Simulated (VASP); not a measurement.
Here is the system:

```
CELL_PARAMETERS angstrom
      0.00000     2.03263     2.03263
      2.03263     0.00000     2.03263
      2.03263     2.03263     0.00000
ATOMIC_POSITIONS crystal
  Li 0.00000 0.00000 0.00000
  F  0.50000 0.50000 0.50000
```

Method: vdW-DF2, VASP's PBE PAW potentials (set 64) (plane waves; VASP 6.6.1). Run with 520 eV cut-off, 12×12×12 Γ-centred mesh, tetrahedra with Blöchl corrections, potentials Li_sv F.

Estimate the energy per atom (σ→0), band gap (on the k-mesh) with the smallest direct gap where there is one.

```
Property                                      Value
-----------------------------------  --------------
band gap (on the k-mesh)                    8.98 eV
smallest direct gap (on the k-mesh)         8.98 eV
energy per atom (σ→0)                -3.771 eV/atom
```

The absolute energy has meaning only against runs of the same code, potentials and settings.

The compound is LiF in the rock salt structure. It was relaxed first.
